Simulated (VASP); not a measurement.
Output of a VASP run:

OSZICAR:
```
       N       E                     dE             d eps       ncg     rms          rms(c)
DAV:   1     0.157820636177E+03    0.15782E+03   -0.94382E+03   986   0.127E+03
DAV:   2     0.392873624014E+01   -0.15389E+03   -0.15133E+03  1095   0.322E+02
DAV:   3    -0.980382541592E+01   -0.13733E+02   -0.13335E+02  1289   0.965E+01
DAV:   4    -0.101184917645E+02   -0.31467E+00   -0.31379E+00  1165   0.152E+01
DAV:   5    -0.101256608871E+02   -0.71691E-02   -0.71686E-02  1418   0.223E+00    0.563E+00
DAV:   6    -0.995985051783E+01    0.16581E+00   -0.40186E-01  1350   0.639E+00    0.351E+00
DAV:   7    -0.994811688240E+01    0.11734E-01   -0.69412E-02  1127   0.158E+00    0.127E+00
DAV:   8    -0.994700005001E+01    0.11168E-02   -0.65933E-03  1091   0.996E-01    0.112E-01
DAV:   9    -0.994714477321E+01   -0.14472E-03   -0.49775E-04  1244   0.320E-01    0.634E-02
DAV:  10    -0.994719624501E+01   -0.51472E-04   -0.77343E-05  1181   0.790E-02    0.112E-02
DAV:  11    -0.994721319154E+01   -0.16947E-04   -0.33819E-05  1072   0.682E-02    0.686E-03
DAV:  12    -0.994721272914E+01    0.46240E-06   -0.27203E-06   991   0.144E-02
   1 F= -.99472127E+01 E0= -.98995499E+01  d E =-.953256E-01
```

**OUTCAR**
```
------------------------ aborting loop because EDIFF is reached ----------------------------------------
  FORCE on cell =-STRESS in cart. coord.  units (eV):
  Direction    XX          YY          ZZ          XY          YZ          ZX
  --------------------------------------------------------------------------------------
  Total        6.9216669      6.9216669      6.9216669     -0.0000000      0.0000000     -0.0000000
  in kB      168.2670584    168.2670584    168.2670584     -0.0000000      0.0000000     -0.0000000
  external PRESSURE =     168.2670584 kB  Pullay stress =       0.0000000 kB
  volume of cell :       65.91
      direct lattice vectors                 reciprocal lattice vectors
     0.000000000  3.206004000  3.206004000    -0.155957385  0.155957385  0.155957385
     3.206004000  0.000000000  3.206004000     0.155957385 -0.155957385  0.155957385
     3.206004000  3.206004000  0.000000000     0.155957385  0.155957385 -0.155957385
 POSITION                                       TOTAL-FORCE (eV/Angst)
 -----------------------------------------------------------------------------------
      0.00000      0.00000      0.00000        -0.000000     -0.000000      0.000000
      1.60300      1.60300      1.60300         0.000000     -0.000000     -0.000000
      4.80901      4.80901      4.80901        -0.000000      0.000000      0.000000
 -----------------------------------------------------------------------------------
    total drift:                               -0.000000     -0.000000      0.000000
  FREE ENERGIE OF THE ION-ELECTRON SYSTEM (eV)
  ---------------------------------------------------
  free  energy   TOTEN  =        -9.9472127291 eV

  energy  without entropy=       -9.8518870972  energy(sigma->0) =       -9.89954991
```
(Selected blocks of OUTCAR.)

POSCAR:
```
SnSe2
1
    0.0000000000     3.2060040000     3.2060040000
    3.2060040000     0.0000000000     3.2060040000
    3.2060040000     3.2060040000     0.0000000000
Sn Se
1 2
Direct
  0.0000000000   0.0000000000   0.0000000000
  0.2500000000   0.2500000000   0.2500000000
  0.7500000000   0.7500000000   0.7500000000
```

Q: Write an INCAR and KPOINTS that could have produced this output.

A: One answer among several that fit: the input of the run itself, PBE GGA, plane waves, VASP's PBE PAW potentials (set 64).

### KPOINTS
```
Automatic mesh
0
Gamma
8 8 8
0 0 0
```

### INCAR
```
ALGO  =  Normal
EDIFF  =  1E-6
ENCUT  =  300
GGA  =  PE
ISIF  =  2
ISMEAR  =  0
LASPH  =  .True.
LCHARG  =  .False.
LMAXMIX  =  4
LREAL  =  .False.
LWAVE  =  .False.
NELM  =  100
PREC  =  Accurate
SIGMA  =  0.272
SYSTEM  =  SnSe2
```

POTCAR, in this order: Sn_d Se (PBE.64 set). Program: vasp_std.

At this cut-off the stress carries a Pulay error, which pulls relaxed volumes low.

The structure was generated: SnSe2 was put into an ordered model structure, which need not be its known phase. The cell was not relaxed at this level, and its volume differs by -5.9 % from the start's.
